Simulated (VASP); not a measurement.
The system is Be3Se2O.

```
Be Se O
1.0
     3.76398    0.00000    0.00000
     0.00000    3.76398    0.00000
     0.00000    0.00000    6.28259
Be Se O
3 2 1
Cartesian
  1.8820 0.0000 3.1413
  0.0000 1.8820 3.1413
  0.0000 0.0000 3.1413
  1.8820 1.8820 0.0000
  0.0000 0.0000 0.0000
  1.8820 1.8820 3.1413
```

The cell was built by a generator and needn't be a form met in nature.

| Property | Result |
| --- | --- |
| Program | VASP 6.6.1 |
| Task | relaxation of cell and atoms |
| Functional | PBE |
| Potentials or basis | VASP PAW PBE potentials, release 64 (Be, Se, O) |
| Cutoff | 520 eV |
| k mesh | 4 × 4 × 3 |
| Occupations | gaussian, width 0.15 eV |
| Spin | no spin polarisation |

At the start: pressure 5.9 GPa; volume 14.83 Å³/atom.

Q: How do energy, volume and symmetry change on relaxing?

A: Over 3 steps the energy falls by 24.0 meV/atom and the volume is 15.83 Å³/atom (+6.7 %); space group P4/mmm (No. 123, to 0.05 Å).

The path:
```
step  energy change (eV)  largest force (eV/Å)  pressure (GPa)  volume (Å³)
   1              0.0000                0.0000            5.91        89.01
   2             -0.1376                0.0000           -0.81        96.21
   3             -0.1438                0.0000            0.13        94.96
```

Final structure:
```
Be Se O
1.0
     3.88291    0.00000    0.00000
     0.00000    3.88291    0.00000
     0.00000    0.00000    6.29861
Be Se O
3 2 1
Direct
  0.50000 0.00000 0.50000
  0.00000 0.50000 0.50000
  0.00000 0.00000 0.50000
  0.50000 0.50000 0.00000
  0.00000 0.00000 0.00000
  0.50000 0.50000 0.50000
```

Caveat: the k mesh is coarse (spacing up to 0.42 Å⁻¹), so the values aren't converged; this functional lacks dispersion, which binds the layers, so the pressure and a relaxed spacing across them are unreliable.
